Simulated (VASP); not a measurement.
An input for Quantum ESPRESSO's pw.x (written as the equivalent of a VASP run, and not itself run):

```
&CONTROL
  calculation = 'vc-relax'
  pseudo_dir = './pseudo'
  outdir = './out'
  tprnfor = .true.
  tstress = .true.
  nstep = 60
  forc_conv_thr = 0.00039
/
&SYSTEM
  ibrav = 0
  nat = 2
  ntyp = 2
  ecutwfc = 88
  occupations = 'smearing'
  smearing = 'gaussian'
  degauss = 0.003675
  input_dft = 'vdw-df-cx'
/
&ELECTRONS
  conv_thr = 7.3e-08
  electron_maxstep = 100
/
&IONS
/
&CELL
/
ATOMIC_SPECIES
  Be 9.012 Be.upf
  Se 78.971 Se.upf
CELL_PARAMETERS angstrom
     0.0000000    2.5700000    2.5700000
     2.5700000    0.0000000    2.5700000
     2.5700000    2.5700000    0.0000000
ATOMIC_POSITIONS crystal
  Be   0.0000000  0.0000000  0.0000000
  Se   0.2500000  0.2500000  0.2500000
K_POINTS automatic
  8 8 8 0 0 0
```

Task: Write the VASP files for the same calculation (vdW-DF-cx).

Result: One answer among several that fit: 
### POSCAR
```
BeSe
1
    0.0000000000     2.5700000000     2.5700000000
    2.5700000000     0.0000000000     2.5700000000
    2.5700000000     2.5700000000     0.0000000000
Be Se
1 1
Direct
  0.0000000000   0.0000000000   0.0000000000
  0.2500000000   0.2500000000   0.2500000000
```

INCAR:
```
SYSTEM = BeSe
PREC = Accurate
ENCUT = 520
EDIFF = 1E-6
NELM = 100
ALGO = Normal
LREAL = .FALSE.
LASPH = .TRUE.
ISMEAR = 0
SIGMA = 0.05
GGA = CX
LUSE_VDW = .TRUE.
AGGAC = 0.0
LMAXMIX = 4
LWAVE = .FALSE.
LCHARG = .FALSE.
IBRION = 2
ISIF = 3
NSW = 60
EDIFFG = -0.01
```

### KPOINTS
```
kpoints
0
G
8 8 8
0 0 0
```

POTCAR, in this order: Be Se (PBE.64 set). Program: vasp_std.

What does not carry over: the potentials are each code's own (VASP's PAW set, PseudoDojo norm-conserving files in pw.x), so ENCUT and ecutwfc are chosen apart and not converted; conv_thr bounds pw.x's estimated SCF error, while EDIFF bounds the energy change between steps; forc_conv_thr acts on force components and is met together with etot_conv_thr.

The compound is BeSe in the zinc blende structure. This run relaxes it. Symmetry was kept, so distortions that lower it aren't found.
